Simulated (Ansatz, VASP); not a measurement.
# HfC in two plane-wave programs

One calculation is typed for both programs; each brings its own data sets. How far apart do they land? The cell is taken from a series of runs on this material, whose earlier steps may have relaxed, scaled, displaced or heated it; both programs get it as it stands.

Program: Ansatz 0.2.0. Level of theory: plane waves, with VASP 6.6.1 beside it; zone-centre phonons at LDA. Results are calculated unless marked as measured.

**1. The starting structure**

It takes space group Fm-3m (No. 225, cubic). Conventional cell: a = 4.603 Å, b = 4.603 Å, c = 4.603 Å, α = 90.00°, β = 90.00°, γ = 90.00°. Nearest to C lie 6 Hf at 2.30 Å. Hf has 6 C at 2.30 Å nearest. Farther neighbours are not listed.

**2. Ansatz: zone-centre phonons, LDA, pair 1**

Ansatz runs on its PAW soft_1 files.

Second derivatives magnify differences that forces hide, and they need a tight electronic threshold.

input.yaml

```yaml
crystal:
  lattice:
    - [0.0, 2.301514572, 2.301514572]
    - [2.301514572, 0.0, 2.301514572]
    - [2.301514572, 2.301514572, 0.0]
  atoms:
    - { symbol: C, position: [0.0, 0.0, 0.0] }
    - { symbol: Hf, position: [0.5, 0.5, 0.5] }
kpoints:
  mp_grid: { grid: [16, 16, 16] }
hamiltonian:
  xc: lda
  pseudopotentials: { kind: paw, azcp: { folder: soft_1 }, xc_functional: pbe }
scf:
  occupations: { method: methfessel_paxton, width: 0.2 }
output:
  eigenvalues: true
phonons:
  method: dfpt
```

Started as:

```
$ ansatz run input.yaml --threads 4 --pin off --max-ram 10240MiB --backend cpu --events-out ev --progress --plain --runs-dir out
```

Numbers of over 12 decimals in the logs are rounded to 6 here.

Log:

```text
Engine: ansatz 0.2.0, x86_64-unknown-linux-gnu
Pseudopotentials: kind: paw
Pseudopotential: C, paw, valence charge 4, recommended cutoff 420 eV (normal), soft_1/C.paw.azcp
Pseudopotential: Hf, paw, valence charge 26, recommended cutoff 420 eV (normal), soft_1/Hf.paw.azcp
Functional definition: SPW92
  exchange = slater_x
  correlation = pw_c
Crystal: 2 atoms, lattice volume = 24.382 Å³
Basis set: ecut = 420 eV, 531 PW (Γ), exchange–correlation on 48×48×48 points (8 copies of the dense FFT grid, shifted against one another)
Bands: 19, of which v1, the nominal top of the filled ones, is band 15 counted from 1 (14 counted from 0)
Symmetry: 48 space group operations
k-points: 349 of 4096 (irreducible under 8 space group operations, time reversal used)
Non-local potential: C, projectors of the file, l = 0: 2, l = 1: 2, l = 2: 1
Non-local potential: Hf, projectors of the file, l = 0: 3, l = 1: 2, l = 2: 2, l = 3: 3
PAW form: soft (Blöchl's): semilocal exchange-correlation on the pseudo side does not see the compensation charge
PAW frozen core: C, regenerated for the run's functional, and the local potential with it (the file was generated under x = pbe(κ = 0.804, μ = 0.219515), c = pbe(β = 0.066725))
PAW frozen core: Hf, regenerated for the run's functional, and the local potential with it (the file was generated under x = pbe(κ = 0.804, μ = 0.219515), c = pbe(β = 0.066725))
PAW one-centre angular grid: C, 110 points (default); XC on 64 Gauss nodes
PAW one-centre angular grid: Hf, 590 points (default); XC on 64 Gauss nodes
Initial density: superposition of atomic densities (chi_scale 0.1, normalization cell, long waves kept (reshape's long-wave potential 0.00 eV rms))
Initial wavefunctions: pseudopotential atomic-orbital guess
Functional: x = slater, c = lda
SCF iter   1: F=—  HF=-15723.134375 eV  |F-HF|=—  |Δ(HF+E_count)|=         —  Δρ=8.97e-2  dr2=2.67e0  ethr=3.10e-3  ⟨swp⟩=4.8  Hψ=28753  notcnv=0
preconditioner: auto → Kerker (q_TF=auto, 2.824 Å⁻¹)  [metal: Δε(μ)=0.044 eV  Ē_g=17.700 eV  σ=0.200 eV  W_gap=0.18  n_scr=14 (ndim 8)  ℏωp=39.8 eV  f_vac=0.000  D(μ)=0.20/eV (n_scr^D=0)]
SCF iter   2: F=—  HF=-15722.569996 eV  |F-HF|=—  |Δ(HF+E_count)|=   5.64e-1  S|Δr|=    0.00e0  Δρ=3.22e-2  dr2=2.53e-1  ethr=3.10e-3  ⟨swp⟩=2.1  Hψ=11472  notcnv=0
SCF iter   3: F=—  HF=-15722.512245 eV  |F-HF|=—  |Δ(HF+E_count)|=   5.78e-2  S|Δr|=    0.00e0  Δρ=1.38e-2  dr2=2.87e-2  ethr=8.43e-4  ⟨swp⟩=2.0  Hψ=11699  notcnv=0
SCF iter   4: F=—  HF=-15722.505178 eV  |F-HF|=—  |Δ(HF+E_count)|=   7.07e-3  S|Δr|=    0.00e0  Δρ=7.66e-3  dr2=6.92e-3  ethr=9.57e-5  ⟨swp⟩=2.1  Hψ=11848  notcnv=0
SCF iter   5: F=—  HF=-15722.504522 eV  |F-HF|=—  |Δ(HF+E_count)|=   6.56e-4  S|Δr|=    0.00e0  Δρ=1.52e-3  dr2=3.06e-4  ethr=2.31e-5  ⟨swp⟩=2.0  Hψ=9992  notcnv=0
SCF iter   6: F=—  HF=-15722.504450 eV  |F-HF|=—  |Δ(HF+E_count)|=   7.26e-5  S|Δr|=    0.00e0  Δρ=2.69e-4  dr2=1.79e-5  ethr=1.02e-6  ⟨swp⟩=2.8  Hψ=12199  notcnv=0
SCF iter   7: F=—  HF=-15722.504455 eV  |F-HF|=—  |Δ(HF+E_count)|=   5.37e-6  S|Δr|=    0.00e0  Δρ=7.51e-5  dr2=1.02e-6  ethr=5.97e-8  ⟨swp⟩=2.3  Hψ=12335  notcnv=0
SCF iter   8: F=—  HF=-15722.504453 eV  |F-HF|=—  |Δ(HF+E_count)|=   1.44e-6  S|Δr|=    0.00e0  Δρ=1.33e-5  dr2=2.31e-8  ethr=3.40e-9  ⟨swp⟩=2.7  Hψ=12649  notcnv=0
SCF iter   9: F=—  HF=-15722.504453 eV  |F-HF|=—  |Δ(HF+E_count)|=   1.43e-8  S|Δr|=    0.00e0  Δρ=2.38e-6  dr2=8.16e-10  ethr=7.69e-11  ⟨swp⟩=2.7  Hψ=12146  notcnv=0
SCF iter  10: F=—  HF=-15722.504453 eV  |F-HF|=—  |Δ(HF+E_count)|=   1.09e-9  S|Δr|=    0.00e0  Δρ=2.85e-7  dr2=1.69e-11  ethr=2.72e-12  ⟨swp⟩=3.0  Hψ=13366  notcnv=0
SCF iter  11: F=-15722.504453 eV  HF=-15722.504453 eV  |F-HF|=1.82e-12  |Δ(HF+E_count)|=  1.82e-12  S|Δr|=    0.00e0  Δρ=3.73e-8  dr2=1.90e-13  ethr=1.00e-12  ⟨swp⟩=7.5  Hψ=38811  notcnv=0
SCF 1 converged in 11 iterations: F = -15722.504453 eV  dr2 = 1.90e-13
  greatest PAW one-centre occupation: 0.998 electrons in one spin orbital (limit 2), on the Hf atom at site 1 (counted from 0), in its partial waves of l = 3
DFPT response loops at Γ: preconditioner auto → Kerker (q_TF=auto, 2.824 Å⁻¹) (partly filled bands, converged f_vac=0.000); β = 1.00, the filter's whole step (`scf.mixing.beta` (0.50) is not read by the response loops under this deck's `scf.mixing.preconditioner`; to damp them name `kerker` or `kerker_dos`, under which they read `scf.mixing.beta`, and type it under 1.00, their step now; both keys bind the ground state too); Broyden in place of MSR1
SCF converged after 11 iterations
Stability not checked: this state was not tested for a lower state beside it, because cold or Methfessel-Paxton smearing, or corrected tetrahedra, fill the levels in a way that the test cannot read (fill_not_monotonic; see scf.lower_state_search)
Free energy (F): -15722.504453 eV
Harris-Foulkes:  -15722.504453 eV  (|F-HF|=1.82e-12)
Internal energy: -15722.503600 eV  (E = F + TS)
E sigma→0 (E₀):  -15722.504240 eV
Entropy (-TS):   -0.000854 eV (-0.427 meV/atom)
Fermi energy:    18.848041 eV
Step filling:    the computed levels leave a gap of 0.0017 eV = 0.0 smearing widths at the electron count; against every level under it full and every level over it empty, smearing changes F+E_penalty+E_count by -1.163 meV and its σ→0 estimate by -0.950 meV
--- Per-component energies (eV) ---
  E_band       = 75.706287
  E_kinetic    = 495.640221
  E_local      = -6157.808977  (includes V_loc(G=0)·N_el)
  E_nonlocal   = 99.281412
  E_hartree    = 3015.693018
  E_xc         = -312.410640
  E_vxc        = -314.516909  (∫ρ·V_xc dr)
  E_paw        = -7548.268276  (= ΣΔE_a)
  E_vpaw       = -78.275580  (= ΣTr[D̂ρ^β])
  E_aug_tail   = 0.000108  (compensation charges beyond the density's cutoff)
  E_ewald      = -5317.150386
  E_core_change = 2.519920  (= ΣΔE_core)
  E_smearing   = -0.000854  (= −TS)
  E_closure    = 0.000000  (closes the sum)
  Σ components = -15722.504453   (vs F -15722.504453, Δ=0.00e0)
--- Band table (eV; the first three rows and the last of 349) ---
  k-point 0: bands = [... 11 lower, 7.9544, 19.9446, 19.9446, 19.9446, 20.1331, 20.1331, 20.1331, 22.2364]
  k-point 1: bands = [... 11 lower, 7.9545, 19.1170, 19.3716, 19.3716, 20.3843, 20.3843, 20.7247, 22.7672]
  k-point 2: bands = [... 11 lower, 7.9548, 18.0517, 18.5328, 18.5328, 20.7250, 20.7250, 21.1770, 23.8789]
  k-point 348: bands = [... 11 lower, 9.3509, 15.7915, 16.1255, 16.1255, 22.5485, 22.5485, 25.6944, 26.0874]
--- Phonons (Γ-DFPT): 2 representative perturbations + reference, on 349 of 4096 k-points (Σ response iterations 7) ---
  k mesh reduced under 8 symmetry operations, with k and −k counted as one. Each operation leaves every solved perturbation unchanged. A smaller set is not used because it would not reduce the number of displacements times k-points to solve
  ASR residual: 7.138e-6 → 0.000e0 eV/Å²; symmetrization residual: 6.542e-7 eV/Å²
  ASR residual per site (eV/Å²): 6.86e-7 7.14e-6
  Γ frequencies (cm⁻¹): 0.00 0.00 0.00 443.09 443.09 443.09
  non-analytic LO–TO correction: not included (Born effective charges unavailable; polar crystals: no LO–TO splitting at Γ)
```

**3. VASP: zone-centre phonons, LDA, pair 1**

The same cell, functional (in two slightly different forms), mesh and smearing now go to VASP, with its own data sets.

Lines of VASP's logs that name or quote its potential files are left out, and so is its time.

INCAR

```
SYSTEM = HfC
PREC = Accurate
ENCUT = 600
EDIFF = 1E-08
NELM = 120
ISMEAR = 1
SIGMA = 0.2
LREAL = .FALSE.
ALGO = Normal
GGA = PW92
NBANDS = 13
LASPH = .TRUE.
LORBIT = 11
LWAVE = .FALSE.
LCHARG = .FALSE.
ISIF = 2
IBRION = 8
GGA_COMPAT = .FALSE.
KPAR = 2
```

POSCAR

```
HfC
1.0
    0.0000000000      2.3015145720      2.3015145720
    2.3015145720      0.0000000000      2.3015145720
    2.3015145720      2.3015145720      0.0000000000
C Hf
1 1
Direct
    0.0000000000      0.0000000000      0.0000000000
    0.5000000000      0.5000000000      0.5000000000
```

KPOINTS

```
Automatic mesh
0
Gamma
16 16 16
0 0 0
```

Potentials, in the order of the species: C and Hf_pv (LDA family, release 64).

Started as:

```
$ mpirun -np 2 vasp_std
```

Log:

```text
[banner, memory and clock lines left out]
running    2 mpi-ranks, on    1 nodes
 distrk:  each k-point on    1 cores,    2 groups
 distr:  one band on    1 cores,    1 groups

 POSCAR found type information on POSCAR C Hf
 POSCAR found :  2 types and       2 ions
|                                                                             |
|               ----> ADVICE to this user running VASP <----                  |
|                                                                             |
|     You enforced a specific xc type in the INCAR file but a different       |
|     [... a line on the potential file left out ...]
|     I HOPE YOU KNOW WHAT YOU ARE DOING!                                     |
|                                                                             |

 LDA part: xc-table for (Slater(with rela. corr.)+PW92), standard interpolation
 POSCAR, INCAR and KPOINTS ok, starting setup
 FFT: planning ... GRIDC
 FFT: planning ... GRID_SOFT
 FFT: planning ... GRID
 WAVECAR not read
 entering main loop
       N       E                     dE             d eps       ncg     rms          rms(c)
DAV:   2    -0.242886997078E+02   -0.48282E+02   -0.45160E+02  4816   0.220E+02
DAV:   3    -0.260387988628E+02   -0.17501E+01   -0.17414E+01  4641   0.299E+01
DAV:   4    -0.260486828727E+02   -0.98840E-02   -0.98830E-02  4243   0.267E+00
DAV:   5    -0.260487557304E+02   -0.72858E-04   -0.72856E-04  4697   0.207E-01    0.612E+01
DAV:   6    -0.229888161483E+02    0.30599E+01   -0.14036E+01  4330   0.197E+01    0.435E+01
DAV:   7    -0.229113729792E+02    0.77443E-01   -0.63089E-01  4360   0.555E+00    0.253E+01
DAV:   8    -0.228955384664E+02    0.15835E-01   -0.70321E-02  4535   0.202E+00    0.595E+00
DAV:   9    -0.228891030799E+02    0.64354E-02   -0.29330E-02  4440   0.912E-01    0.190E+00
DAV:  10    -0.228886224102E+02    0.48067E-03   -0.18710E-03  4547   0.315E-01    0.674E-02
DAV:  11    -0.228886213327E+02    0.10776E-05   -0.82170E-05  4385   0.808E-02    0.633E-02
DAV:  12    -0.228886211362E+02    0.19650E-06   -0.20363E-06  4743   0.118E-02    0.333E-02
DAV:  13    -0.228886208422E+02    0.29404E-06   -0.73010E-07  4500   0.468E-03    0.174E-03
DAV:  14    -0.228886208450E+02   -0.28483E-08   -0.26914E-08  4280   0.137E-03
   1 F= -.22888621E+02 E0= -.22888332E+02  d E =-.866419E-03
 Linear response reoptimize wavefunctions to high precision
DAV:   1    -0.228886208457E+02   -0.73373E-09   -0.55905E-10  3120   0.215E-04
DAV:   2    -0.228886208458E+02   -0.13188E-10   -0.71071E-11  2275   0.777E-05
 Linear response DOF=           2
 Linear response progress:
  Degree of freedom:   1/  2
       N       E                     dE             d eps       ncg     rms          rms(c)
RMM:   1    -0.123392005637E+00   -0.12339E+00    0.19826E-02 19813   0.193E+00
RMM:   2    -0.118553254937E+00    0.48388E-02   -0.35955E-03 14528   0.364E-01    0.437E-01
RMM:   3    -0.118883273550E+00   -0.33002E-03   -0.72023E-04 13191   0.153E-01    0.226E-01
RMM:   4    -0.119828641915E+00   -0.94537E-03   -0.43237E-04 13413   0.114E-01    0.373E-02
RMM:   5    -0.119824961629E+00    0.36803E-05   -0.11381E-05 14903   0.248E-02    0.110E-02
RMM:   6    -0.119824289155E+00    0.67247E-06   -0.40227E-07 15994   0.419E-03    0.461E-03
RMM:   7    -0.119812707863E+00    0.11581E-04   -0.96180E-08 15491   0.209E-03    0.289E-03
RMM:   8    -0.119815985402E+00   -0.32775E-05   -0.12693E-08 16434   0.706E-04    0.279E-04
RMM:   9    -0.119815328581E+00    0.65682E-06   -0.17154E-09 17249   0.136E-04    0.229E-04
RMM:  10    -0.119815334151E+00   -0.55709E-08    0.10075E-09 17500   0.333E-05    0.913E-05
 first order change of Fermi-energy   0.45923E-03
 force on displaced ion       1 direction 1 :  -8.047   0.000   0.000
 Linear response progress:
  Degree of freedom:   2/  2
       N       E                     dE             d eps       ncg     rms          rms(c)
RMM:   1    -0.213180737612E+00   -0.21318E+00    0.37253E+00 10138   0.118E+01
RMM:   2    -0.209019266651E+00    0.41615E-02   -0.30657E-02 14011   0.127E+00    0.551E-01
RMM:   3    -0.208365262798E+00    0.65400E-03   -0.97806E-04 17295   0.149E-01    0.217E-01
RMM:   4    -0.207911233338E+00    0.45403E-03   -0.79317E-05 18689   0.502E-02    0.139E-01
RMM:   5    -0.207497425037E+00    0.41381E-03   -0.30212E-05 18808   0.356E-02    0.139E-02
RMM:   6    -0.207490747777E+00    0.66773E-05   -0.34723E-06 18875   0.102E-02    0.580E-03
RMM:   7    -0.207502121388E+00   -0.11374E-04   -0.29381E-07 20140   0.251E-03    0.624E-03
RMM:   8    -0.207503331922E+00   -0.12105E-05   -0.36954E-06 20119   0.576E-04    0.104E-03
RMM:   9    -0.207503622547E+00   -0.29062E-06   -0.25331E-06 20547   0.276E-04    0.127E-04
RMM:  10    -0.207503941543E+00   -0.31900E-06   -0.15681E-06 20047   0.104E-04    0.851E-05
RMM:  11    -0.207503969842E+00   -0.28299E-07   -0.79826E-07 21320   0.414E-05    0.907E-05
RMM:  12    -0.207504006013E+00   -0.36172E-07   -0.40911E-07 20051   0.226E-05    0.232E-05
RMM:  13    -0.207503996819E+00    0.91943E-08   -0.22740E-07 18569   0.149E-05    0.115E-05
RMM:  14    -0.207503999529E+00   -0.27097E-08   -0.12850E-07 14554   0.109E-05    0.127E-05
RMM:  15    -0.207504002516E+00   -0.29875E-08   -0.70160E-08 13329   0.930E-06    0.595E-06
 first order change of Fermi-energy   0.81566E-05
 force on displaced ion       2 direction 1 :  -8.047   0.000   0.000
 Linear response finished
```

Parts of OUTCAR (step 3):

```text
ion  position               nearest neighbor table
   1  0.000  0.000  0.000-   2 2.30   2 2.30   2 2.30   2 2.30   2 2.30   2 2.30
   2  0.500  0.500  0.500-   1 2.30   1 2.30   1 2.30   1 2.30   1 2.30   1 2.30

  LATTYP: Found a face centered cubic cell.
 ALAT       =     4.6030291440

 Subroutine GETGRP returns: Found 48 space group operations
 (whereof 48 operations were pure point group operations)

The static configuration has the point symmetry O_h .

 Found    145 irreducible k-points:

   k-points           NKPTS =    145   k-points in BZ     NKDIM =    145   number of bands    NBANDS=     13

   dimension x,y,z NGX =    28 NGY =   28 NGZ =   28
   dimension x,y,z NGXF=    56 NGYF=   56 NGZF=   56

   ENCUT  =  600.0 eV  44.10 Ry    6.64 a.u.   6.50  6.50  6.50*2*pi/ulx,y,z

   NELECT =      14.0000    total number of electrons

 k-points in reciprocal lattice and weights: Automatic mesh
   0.00000000  0.00000000  0.00000000       0.000
   0.06250000  0.00000000  0.00000000       0.002
   0.12500000  0.00000000  0.00000000       0.002
   0.18750000  0.00000000  0.00000000       0.002
   0.25000000  0.00000000  0.00000000       0.002
   0.31250000  0.00000000  0.00000000       0.002
   0.37500000  0.00000000  0.00000000       0.002
   0.43750000  0.00000000  0.00000000       0.002
   0.50000000  0.00000000  0.00000000       0.001
[...]
-0.31250000  0.50000000  0.18750000       0.003
  -0.25000000  0.50000000  0.25000000       0.001

 average (electrostatic) potential at core
       1 -51.6579       2 -35.3848

  Total       -0.7356715     -0.7356715     -0.7356715      0.0000000      0.0000000      0.0000000
  in kB      -48.3418580    -48.3418580    -48.3418580      0.0000000      0.0000000      0.0000000
  external PRESSURE =     -48.3418580 kB  Pullay stress =       0.0000000 kB

  energy-cutoff  :      600.00
  volume of cell :       24.38
      direct lattice vectors                 reciprocal lattice vectors
     0.000000000  2.301514572  2.301514572    -0.217248244  0.217248244  0.217248244
     2.301514572  0.000000000  2.301514572     0.217248244 -0.217248244  0.217248244
     2.301514572  2.301514572  0.000000000     0.217248244  0.217248244 -0.217248244

 POSITION                                       TOTAL-FORCE (eV/Angst)
 -----------------------------------------------------------------------------------
      0.00000      0.00000      0.00000        -0.000000     -0.000000      0.000000
      2.30151      2.30151      2.30151         0.000000      0.000000     -0.000000
 -----------------------------------------------------------------------------------
    total drift:                                0.000000      0.000000      0.000000

 Eigenvectors and eigenvalues of the dynamical matrix
 ----------------------------------------------------

   1 f  =   13.219823 THz    83.062599 2PiTHz  440.965839 cm-1    54.672771 meV
             X         Y         Z           dx          dy          dz
      0.000000  0.000000  0.000000    -0.000000   -0.967723    0.021575
      2.301515  2.301515  2.301515    -0.000000    0.251030   -0.005597

   2 f  =   13.219823 THz    83.062599 2PiTHz  440.965839 cm-1    54.672771 meV
             X         Y         Z           dx          dy          dz
      0.000000  0.000000  0.000000     0.967963    0.000000    0.000000
      2.301515  2.301515  2.301515    -0.251092    0.000000    0.000000

   3 f  =   13.219823 THz    83.062599 2PiTHz  440.965839 cm-1    54.672771 meV
             X         Y         Z           dx          dy          dz
      0.000000  0.000000  0.000000    -0.000000   -0.021575   -0.967723
      2.301515  2.301515  2.301515    -0.000000    0.005597    0.251030

   4 f/i=    0.000061 THz     0.000385 2PiTHz    0.002043 cm-1     0.000253 meV
             X         Y         Z           dx          dy          dz
      0.000000  0.000000  0.000000    -0.001464    0.011612    0.250819
      2.301515  2.301515  2.301515    -0.005645    0.044766    0.966911

   5 f/i=    0.000061 THz     0.000385 2PiTHz    0.002043 cm-1     0.000253 meV
             X         Y         Z           dx          dy          dz
      0.000000  0.000000  0.000000     0.209515    0.138290   -0.005179
      2.301515  2.301515  2.301515     0.807681    0.533109   -0.019967

   6 f/i=    0.000061 THz     0.000385 2PiTHz    0.002043 cm-1     0.000253 meV
             X         Y         Z           dx          dy          dz
      0.000000  0.000000  0.000000    -0.138379    0.209257   -0.010496
      2.301515  2.301515  2.301515    -0.533452    0.806687   -0.040462

 ELASTIC MODULI CONTR FROM IONIC RELAXATION (kBar)
 Direction    XX          YY          ZZ          XY          YZ          ZX
 --------------------------------------------------------------------------------
 XX           0.0000      0.0000      0.0000      0.0000      0.0000      0.0000
 YY           0.0000      0.0000      0.0000      0.0000      0.0000      0.0000
 ZZ           0.0000      0.0000      0.0000      0.0000      0.0000      0.0000
 XY           0.0000      0.0000      0.0000      0.0000      0.0000      0.0000
 YZ           0.0000      0.0000      0.0000      0.0000      0.0000      0.0000
 ZX           0.0000      0.0000      0.0000      0.0000      0.0000      0.0000
 --------------------------------------------------------------------------------
```

Harder data sets than Hf_pv exist (the GW ones), and pressures, volumes and forces can shift noticeably with them.

**4. Side by side**

Known differences besides the potentials themselves: the data sets hold 30 valence electrons in Ansatz (on its PAW soft_1 files) and 14 in VASP; the cutoff is 420 eV in Ansatz and 600 eV in VASP; VASP's log shows a relativistic correction to its local exchange, Ansatz's none. Total energies have different zeros and are not compared.

The two programs side by side:

```
                  quantity  Ansatz   VASP  difference
optical mode 1 to 3 (cm⁻¹)   443.1  441.0     +0.48 %
```

Modes are paired by rising frequency, not by their patterns, so a pair may set unlike modes beside each other; they are those without the splitting of longitudinal modes.

[end of part 1 of 2]

[Lines on the potential files, build, host, timing and source positions are cut from VASP's logs without a mark.]

[Logs are printed without paths, hosts, clocks, repeated set-up lines and the standing remarks that a program may print on its own settings, such as how far it seeks lower states.]

[Hosts, paths, dates, database ids (printed as entryN), source tags and the programs' standing remarks are cut or masked in the printed files.]
